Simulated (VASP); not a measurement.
# Te2Mo: structure and properties in VASP, part 5 of 5

What structure and properties does BEEF-vdW give Te2Mo, and how near are they to the measured ones? The start is a cell from a database of measured crystal structures.

VASP 6.6.1; BEEF-vdW; plane waves and PAW (Te, Mo_sv).

So far, gap on the k-mesh (eV): step 2 (full relaxation (BEEF-vdW)) 0.940; step 3 (second relaxation) 0.947; step 4 (density, ELF and potential (BEEF-vdW)) 0.947; step 6 (density of states (BEEF-vdW)) 0.924; step 7 (core-level energies (BEEF-vdW)) 0.947. The relaxed cell has a = 3.567, c = 14.503 Å (conventional setting).

## Step 8: Zone-centre phonons (BEEF-vdW)

Zone-centre modes test whether the atoms sit at a minimum within this cell. IBRION = 6 takes the force constants from differences of forces between displaced cells, so the forces must be tight.

Input file INCAR:

```
SYSTEM = Te2Mo
PREC = Accurate
ENCUT = 400
EDIFF = 1E-08
NELM = 100
ISMEAR = -1
SIGMA = 0.05
LREAL = .FALSE.
ALGO = Normal
GGA = BF
LUSE_VDW = .TRUE.
ZAB_VDW = -1.8867
LASPH = .TRUE.
NBANDS = 32
LORBIT = 11
LWAVE = .FALSE.
LCHARG = .FALSE.
KPAR = 2
IBRION = 6
NFREE = 2
POTIM = 0.015
ISIF = 2
NSW = 1
```

Input file POSCAR:

```
Te2Mo
1.0
    3.5674050606      0.0000000000      0.0000000000
   -1.7837025304      3.0894634081      0.0000000000
    0.0000000000      0.0000000000     14.5031800421
Te Mo
4 2
Direct
    0.6666666667      0.3333333333      0.3751880715
    0.3333333333      0.6666666667      0.8751880715
    0.6666666667      0.3333333333      0.1248119285
    0.3333333333      0.6666666667      0.6248119285
    0.6666666667      0.3333333333      0.7500000000
    0.3333333333      0.6666666667      0.2500000000
```

Input file KPOINTS:

```
Automatic mesh
0
Gamma
6 6 2
0 0 0
```

Potentials, in the order of the species: Te and Mo_sv (PBE family, release 64).

Launch:

```console
$ mpirun -np 2 vasp_std
```

The log of the run:

```text
[... set-up lines as in an earlier step ...]
 entering main loop
       N       E                     dE             d eps       ncg     rms          rms(c)
[... 13 cycles as in an earlier step ...]
DAV:  14    -0.213453368684E+02   -0.23375E-05   -0.45413E-06  1096   0.971E-03    0.343E-02
DAV:  15    -0.213453360363E+02    0.83215E-06   -0.19458E-06  1088   0.767E-03    0.149E-02
DAV:  16    -0.213453353035E+02    0.73279E-06   -0.18494E-06  1136   0.668E-03    0.318E-03
DAV:  17    -0.213453353264E+02   -0.22952E-07   -0.58779E-08   952   0.117E-03    0.791E-04
DAV:  18    -0.213453353838E+02   -0.57335E-07   -0.10845E-08   680   0.473E-04    0.813E-04
DAV:  19    -0.213453353779E+02    0.58935E-08   -0.33980E-09   616   0.255E-04
   1 F= -.21345335E+02 E0= -.21345328E+02  d E =-.151645E-04
 Found     4 degrees of freedom:
 Finite differences POTIM= 0.01500 DOF=   4
 bond charge predicted
       N       E                     dE             d eps       ncg     rms          rms(c)
DAV:   1    -0.213443914497E+02    0.94393E-03   -0.10289E-01  2640   0.105E+00    0.760E-02
DAV:   2    -0.213446281019E+02   -0.23665E-03   -0.23858E-03  3128   0.191E-01    0.331E-02
DAV:   3    -0.213446312268E+02   -0.31249E-05   -0.41194E-05  3240   0.287E-02    0.203E-02
DAV:   4    -0.213446328092E+02   -0.15824E-05   -0.12481E-05  3080   0.186E-02    0.607E-03
DAV:   5    -0.213446331908E+02   -0.38157E-06   -0.18203E-06  3104   0.617E-03    0.220E-03
DAV:   6    -0.213446331727E+02    0.18079E-07   -0.36809E-07  3384   0.302E-03    0.176E-03
DAV:   7    -0.213446331529E+02    0.19751E-07   -0.15496E-07  3304   0.192E-03    0.685E-04
DAV:   8    -0.213446331543E+02   -0.13824E-08   -0.14744E-08  2080   0.572E-04
   2 F= -.21344633E+02 E0= -.21344626E+02  d E =-.151735E-04
[...]
3 F= -.21344633E+02 E0= -.21344626E+02  d E =-.151736E-04
[...]
4 F= -.21344038E+02 E0= -.21344030E+02  d E =-.158280E-04
[...]
5 F= -.21344031E+02 E0= -.21344023E+02  d E =-.149411E-04
[...]
6 F= -.21343874E+02 E0= -.21343867E+02  d E =-.151831E-04
[...]
7 F= -.21343874E+02 E0= -.21343867E+02  d E =-.151830E-04
[...]
8 F= -.21343103E+02 E0= -.21343096E+02  d E =-.153629E-04
 Finite differences progress:
  Degree of freedom:   4/  4
  Displacement:        1/  2
  Total:               7/  8
 bond charge predicted
       N       E                     dE             d eps       ncg     rms          rms(c)
DAV:   1    -0.213252712239E+02    0.17832E-01   -0.65284E+00   896   0.171E+01    0.458E-01
DAV:   2    -0.213432293454E+02   -0.17958E-01   -0.18332E-01  1032   0.245E+00    0.126E-01
DAV:   3    -0.213430396164E+02    0.18973E-03   -0.22560E-03  1128   0.271E-01    0.103E-01
DAV:   4    -0.213430786369E+02   -0.39021E-04   -0.53698E-04  1080   0.103E-01    0.620E-02
DAV:   5    -0.213430870214E+02   -0.83845E-05   -0.50087E-05  1152   0.353E-02    0.412E-02
DAV:   6    -0.213430998842E+02   -0.12863E-04   -0.17111E-05  1152   0.242E-02    0.244E-02
DAV:   7    -0.213431039011E+02   -0.40168E-05   -0.11918E-05  1136   0.184E-02    0.117E-02
DAV:   8    -0.213431038846E+02    0.16461E-07   -0.10078E-06  1136   0.592E-03    0.869E-03
DAV:   9    -0.213431037104E+02    0.17422E-06   -0.26537E-07  1168   0.276E-03    0.358E-03
DAV:  10    -0.213431036621E+02    0.48254E-07   -0.13522E-07  1152   0.173E-03    0.103E-03
DAV:  11    -0.213431036539E+02    0.81818E-08   -0.12444E-08   568   0.596E-04
   9 F= -.21343104E+02 E0= -.21343096E+02  d E =-.153628E-04
 Finite differences progress:
  Degree of freedom:   4/  4
  Displacement:        2/  2
  Total:               8/  8
```

Wall time 18 min (2 MPI ranks of AMD EPYC 7R43, shared host); peak memory 1.3 GiB; 37 min of CPU time.

OUTCAR, selected parts (step 8):

```text
   NELECT =      52.0000    total number of electrons

 E-fermi :   7.5215

 k-point     1 :       0.0000    0.0000    0.0000
  band No.  band energies     occupation
    ...
     22       6.1475      2.00000
     23       6.1475      2.00000
     24       6.2472      2.00000
     25       6.5822      2.00000
     26       7.0732      1.99974
     27       9.9167      0.00000
     28       9.9167      0.00000
     29      10.0022      0.00000
     30      10.0022      0.00000
     31      10.1357      0.00000
    ...

Total vdW correction in eV:      7.7902273

  Total       -0.0424910     -0.0424910      0.0725753      0.0000000      0.0000000      0.0000000
  in kB       -0.4259011     -0.4259011      0.7274455      0.0000000      0.0000000      0.0000000
  external PRESSURE =      -0.0414522 kB  Pullay stress =       0.0000000 kB

 POSITION                                       TOTAL-FORCE (eV/Angst)
 -----------------------------------------------------------------------------------
      1.78370      1.02982      5.44142         0.000000     -0.000000      0.001895
     -0.00000      2.05964     12.69301         0.000000     -0.000000     -0.143827
      1.78370      1.02982      1.81017         0.000000     -0.000000      0.000356
     -0.00000      2.05964      9.06176         0.000000      0.000000     -0.151368
      1.78370      1.02982     10.86239        -0.000000     -0.000000      0.297421
     -0.00000      2.05964      3.62580        -0.000000     -0.000000     -0.004477
 -----------------------------------------------------------------------------------
    total drift:                                0.000000      0.000000      0.000485

  FREE ENERGIE OF THE ION-ELECTRON SYSTEM (eV)
  ---------------------------------------------------
  free  energy   TOTEN  =       -21.3431036539 eV

  energy  without entropy=      -21.3430882912  energy(sigma->0) =      -21.34309597

Total vdW correction in eV:      7.7902282

 Eigenvectors and eigenvalues of the dynamical matrix
 ----------------------------------------------------

   1 f  =    8.385572 THz    52.688102 2PiTHz  279.712571 cm-1    34.679923 meV
             X         Y         Z           dx          dy          dz
      1.783703  1.029821  5.441420     0.000000    0.000000   -0.261918
     -0.000000  2.059642 12.693010     0.000000    0.000000    0.261918
      1.783703  1.029821  1.810170     0.000000    0.000000   -0.261918
     -0.000000  2.059642  9.061760     0.000000    0.000000    0.261918
      1.783703  1.029821 10.877385     0.000000    0.000000   -0.602327
     -0.000000  2.059642  3.625795    -0.000000   -0.000000    0.602327

   2 f  =    8.272797 THz    51.979517 2PiTHz  275.950807 cm-1    34.213524 meV
             X         Y         Z           dx          dy          dz
      1.783703  1.029821  5.441420     0.000000   -0.000000    0.261280
     -0.000000  2.059642 12.693010     0.000000   -0.000000    0.261280
      1.783703  1.029821  1.810170     0.000000   -0.000000    0.261280
     -0.000000  2.059642  9.061760     0.000000   -0.000000    0.261280
      1.783703  1.029821 10.877385     0.000000   -0.000000   -0.602881
     -0.000000  2.059642  3.625795    -0.000000    0.000000   -0.602881

   3 f  =    6.746043 THz    42.386639 2PiTHz  225.023775 cm-1    27.899380 meV
             X         Y         Z           dx          dy          dz
      1.783703  1.029821  5.441420     0.154449   -0.210049    0.000000
     -0.000000  2.059642 12.693010    -0.154449    0.210049    0.000000
      1.783703  1.029821  1.810170     0.154449   -0.210049    0.000000
     -0.000000  2.059642  9.061760    -0.154449    0.210049   -0.000000
      1.783703  1.029821 10.877385     0.357430   -0.486101   -0.000000
     -0.000000  2.059642  3.625795    -0.357430    0.486101    0.000000

   4 f  =    6.746043 THz    42.386639 2PiTHz  225.023775 cm-1    27.899380 meV
             X         Y         Z           dx          dy          dz
[...]
-0.000000  2.059642  9.061760     0.000000   -0.000000    0.500000
      1.783703  1.029821 10.877385     0.000000   -0.000000    0.000000
     -0.000000  2.059642  3.625795    -0.000000    0.000000    0.000000

   8 f  =    4.952909 THz    31.120043 2PiTHz  165.211248 cm-1    20.483575 meV
             X         Y         Z           dx          dy          dz
      1.783703  1.029821  5.441420    -0.000000    0.000000   -0.500000
     -0.000000  2.059642 12.693010     0.000000   -0.000000    0.500000
      1.783703  1.029821  1.810170    -0.000000   -0.000000    0.500000
     -0.000000  2.059642  9.061760     0.000000   -0.000000   -0.500000
      1.783703  1.029821 10.877385     0.000000    0.000000   -0.000000
     -0.000000  2.059642  3.625795     0.000000    0.000000   -0.000000

   9 f  =    3.401501 THz    21.372261 2PiTHz  113.461858 cm-1    14.067471 meV
             X         Y         Z           dx          dy          dz
      1.783703  1.029821  5.441420    -0.296195    0.402826    0.000000
     -0.000000  2.059642 12.693010    -0.296195    0.402826    0.000000
      1.783703  1.029821  1.810170     0.296195   -0.402826   -0.000000
     -0.000000  2.059642  9.061760     0.296195   -0.402826   -0.000000
      1.783703  1.029821 10.877385    -0.000000   -0.000000    0.000000
     -0.000000  2.059642  3.625795     0.000000   -0.000000    0.000000

  10 f  =    3.401501 THz    21.372261 2PiTHz  113.461858 cm-1    14.067471 meV
             X         Y         Z           dx          dy          dz
      1.783703  1.029821  5.441420    -0.402826   -0.296195    0.000000
     -0.000000  2.059642 12.693010    -0.402826   -0.296195    0.000000
      1.783703  1.029821  1.810170     0.402826    0.296195   -0.000000
     -0.000000  2.059642  9.061760     0.402826    0.296195   -0.000000
      1.783703  1.029821 10.877385    -0.000000    0.000000    0.000000
     -0.000000  2.059642  3.625795    -0.000000    0.000000   -0.000000

  11 f  =    3.364126 THz    21.137428 2PiTHz  112.215172 cm-1    13.912902 meV
             X         Y         Z           dx          dy          dz
      1.783703  1.029821  5.441420    -0.296195    0.402826   -0.000000
     -0.000000  2.059642 12.693010     0.296195   -0.402826    0.000000
      1.783703  1.029821  1.810170     0.296195   -0.402826    0.000000
     -0.000000  2.059642  9.061760    -0.296195    0.402826   -0.000000
      1.783703  1.029821 10.877385     0.000000   -0.000000    0.000000
     -0.000000  2.059642  3.625795    -0.000000    0.000000    0.000000

  12 f  =    3.364126 THz    21.137428 2PiTHz  112.215172 cm-1    13.912902 meV
             X         Y         Z           dx          dy          dz
      1.783703  1.029821  5.441420    -0.402826   -0.296195   -0.000000
     -0.000000  2.059642 12.693010     0.402826    0.296195    0.000000
      1.783703  1.029821  1.810170     0.402826    0.296195    0.000000
     -0.000000  2.059642  9.061760    -0.402826   -0.296195   -0.000000
      1.783703  1.029821 10.877385     0.000000   -0.000000   -0.000000
     -0.000000  2.059642  3.625795    -0.000000    0.000000    0.000000

  13 f  =    0.954428 THz     5.996850 2PiTHz   31.836301 cm-1     3.947197 meV
             X         Y         Z           dx          dy          dz
      1.783703  1.029821  5.441420     0.000000   -0.000000   -0.425909
     -0.000000  2.059642 12.693010    -0.000000    0.000000    0.425909
      1.783703  1.029821  1.810170     0.000000   -0.000000   -0.425909
     -0.000000  2.059642  9.061760    -0.000000    0.000000    0.425909
      1.783703  1.029821 10.877385    -0.000000    0.000000    0.370408
     -0.000000  2.059642  3.625795     0.000000   -0.000000   -0.370408
    [... 42 further lines ...]
     -0.000000  2.059642  9.061760    -0.000000   -0.000000    0.426301
      1.783703  1.029821 10.877385    -0.000000   -0.000000    0.369505
     -0.000000  2.059642  3.625795    -0.000000   -0.000000    0.369505

 ELASTIC MODULI CONTR FROM IONIC RELAXATION (kBar)
 Direction    XX          YY          ZZ          XY          YZ          ZX
 --------------------------------------------------------------------------------
 XX        -252.2211   -131.1059   -531.4258      0.0000     -0.0000     -0.0000
 YY        -131.1059   -252.2211   -531.4258      0.0000      0.0000      0.0000
 ZZ        -531.4258   -531.4258  -1473.4859      0.0000     -0.0000     -0.0000
 XY           0.0000      0.0000      0.0000    -60.5576     -0.0000     -0.0000
 YZ           0.0000      0.0000     -0.0000     -0.0000   -703.1937      0.0000
 ZX          -0.0000     -0.0000     -0.0000      0.0000      0.0000   -703.1940
 --------------------------------------------------------------------------------

[... 9 parts as in an earlier step ...]

[... 8 further parts left out ...]
```

CONTCAR:

```
Te2Mo
   1.00000000000000
     3.5674050606000001    0.0000000000000000    0.0000000000000000
    -1.7837025304000000    3.0894634080999999    0.0000000000000000
     0.0000000000000000    0.0000000000000000   14.5031800421000003
  Te              Mo
     4     2
Direct
     0.6666666667000030    0.3333333332999970    0.3751880714999984
     0.3333333332999970    0.6666666667000030    0.8751880714999984
     0.6666666667000030    0.3333333332999970    0.1248119285000016
     0.3333333332999970    0.6666666667000030    0.6248119285000016
     0.6666666667000031    0.3333333332999970    0.7489657440674075
     0.3333333332999970    0.6666666667000030    0.2500000000000000
```

The last energy, forces, stress and levels in OUTCAR belong to the last displaced cell, not to the cell of POSCAR.

Numbers from this step:

```yaml
pressure_of_the_cell: -0.009449 GPa
largest_force_of_the_cell: 7.53e-4 eV/Å
```

Transverse limit, no LO-TO splitting. The modes at Γ (shares of kinetic energy by element, %):

```
mode  frequency (cm⁻¹)  symmetry  Te %  Mo %
   1               0.0  acoustic    73    27
   2               0.0  acoustic    73    27
   3               0.0  acoustic    73    27
   4              19.2       E2g    73    27
   5              19.2       E2g    73    27
   6              31.8        Bg    73    27
   7             112.2       E2u   100     0
   8             112.2       E2u   100     0
   9             113.5       E1g   100     0
  10             113.5       E1g   100     0
  11             165.2        Bu   100     0
  12             168.3       A1g   100     0
  13             224.9       E1u    27    73
  14             224.9       E1u    27    73
  15             225.0       E2g    27    73
  16             225.0       E2g    27    73
  17             276.0       A2u    27    73
  18             279.7        Bg    27    73
```

Displacements in mode 4 (19.2 cm⁻¹), the largest set to 1:
```
Te1  1.00  0.74  0.00
Te2 -1.00 -0.74  0.00
Te3  1.00  0.74  0.00
Te4 -1.00 -0.74  0.00
Mo5 -1.00 -0.73  0.00
Mo6  1.00  0.73  0.00
```

Displacements in mode 12 (168.3 cm⁻¹), the largest set to 1:
```
Te1  0.00  0.00 -1.00
Te2  0.00  0.00 -1.00
Te3  0.00  0.00  1.00
Te4  0.00  0.00  1.00
Mo5  0.00  0.00  0.00
Mo6  0.00  0.00  0.00
```

The three acoustic modes come out at zero, and all others are real. By the characters of their eigenvectors the optical modes sort into (cm⁻¹) Raman active: E2g 19, E1g 113, A1g 168, E2g 225; infrared active: E1u 225, A2u 276; silent: Bg 32, E2u 112, Bu 165, Bg 280. B labels carry no number here, since it depends on the setting of the axes. With a centre of inversion no mode is active in both.

## Step 9: Results

* relaxed volume: 26.64 Å³/atom
* relaxed conventional cell a, b, c: 3.567, 3.567, 14.503 Å; angles 90.0, 90.0, 120.0°
* space group after relaxing, within 0.02 Å: P6_3/mmc (No. 194)
* band gap: 0.856 eV, indirect (least direct gap of that run 0.984 eV)
* gap among the points of the DOS mesh alone, an upper bound: 0.924 eV
* shallowest level of the frozen cores: Te1 4d, 36.0 eV deep
* highest zone-centre mode: 280 cm⁻¹

With BEEF-vdW, Te2Mo relaxes to 26.64 Å³/atom in space group P6_3/mmc (held by the symmetry of the run) and has an indirect gap of 0.856 eV. Against the listed cell the volume lies +6.7 % (a +1.4 %, c +3.8 %). Bands along the symmetry lines (BEEF-vdW): On this path the gap is indirect, 0.86 eV, with the valence top at Γ and the conduction bottom between K and Γ. The least direct gap is 0.98 eV. Zone-centre phonons (BEEF-vdW): The highest mode in this list at Γ, 279.7 cm⁻¹, is mostly motion of Mo (73 % of the kinetic energy). Experiment finds a gap of 0.88 eV (arxiv:1407.1219); the computed 0.86 eV is not graded against it, since it lacks spin-orbit coupling or the sample's magnetic order. Spin-orbit coupling is left out, and with elements this heavy it would split and shift bands near the edges, and it can change the kind of a small gap. Modes at Γ alone can't show that the crystal is stable at other wave vectors, and the LO-TO splitting is not included. No search among competing phases was made, and a listed structure need not be the one stable at ambient conditions. All values are for a static lattice at zero temperature.

Calculation against experiment:

| quantity | measured | BEEF-vdW |
| --- | --- | --- |
| lattice constant a (Å) | 3.52085 | 3.567 (+1.3 %) |
| lattice constant c (Å) | 13.9664 | 14.503 (+3.8 %) |
| Raman mode, E2g^2 (low-frequency … (cm⁻¹) | 26.9 | 19 (-28.6 %) |
| Raman mode, E1g at Gamma (cm⁻¹) | 119.6 | 113 (-5.1 %) |
| Raman mode, A1g at Gamma (cm⁻¹) | 173.3 | 168 (-2.9 %) |
| Raman mode, E2g^1 at Gamma (cm⁻¹) | 234 | 225 (-3.8 %) |

Measured values from arxiv:1705.00651 (2017) and arxiv:1612.06218 (2016).

How well it matches: Measured modes were matched to the nearest mode of that symmetry; at BEEF-vdW, 4 of them have a partner, and the computed frequencies miss them by 10.1 % on average (mean signed -10.1 %), which is a clear miss. The lattice constant a is off by +1.3 %: fair agreement. The lattice constant c is off by +3.8 %: a clear miss. The grades are ours: good and fair within 0.7 and 1.5 % for the lattice constant a, 0.8 and 2 % for the lattice constant c and 3 and 7 % for the Raman mode. Zero-point motion and thermal expansion (measured at up to 300 K) are not in the computed lattice constants and Raman mode. As a rule both would widen the computed cell, so the excess over experiment is if anything larger than shown.

[Lines on the potential files, build, host, timing and source positions are cut from VASP's logs without a mark.]

[Logs are printed without paths, hosts, clocks, repeated set-up lines and the standing remarks that a program may print on its own settings, such as how far it seeks lower states.]

[Hosts, paths, dates, database ids (printed as entryN), source tags and the programs' standing remarks are cut or masked in the printed files.]

[A measured line is paired with the nearest computed mode of its activity, which favours agreement.]
